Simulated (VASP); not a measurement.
Here is the system:

```xyz
2
Lattice="0.0000 2.8062 2.8062 2.8062 0.0000 2.8062 2.8062 2.8062 0.0000" Properties=species:S:1:pos:R:3 pbc="T T T"
Be     0.0000     0.0000     0.0000
Te     1.4031     1.4031     1.4031
```

Level of theory: PBEsol GGA, VASP's PBE PAW potentials (set 64) (plane waves; VASP 6.6.1). Settings: 500 eV cut-off, 8×8×8 Γ-centred mesh, Gaussian smearing of 0.050 eV, potentials Be Te.

Unless said otherwise, spin-orbit coupling is left out, though it shifts the bands of the heavy elements here.

Task: Estimate the energy per atom (σ→0), band gap (on the k-mesh) with the smallest direct gap where there is one.

Result: 
The band gap (on the k-mesh) comes out as 1.83 eV, the smallest direct gap (on the k-mesh) is 3.59 eV and the energy per atom (σ→0) comes out as -4108 meV/atom.

The compound is BeTe in the zinc blende structure. It was relaxed first.
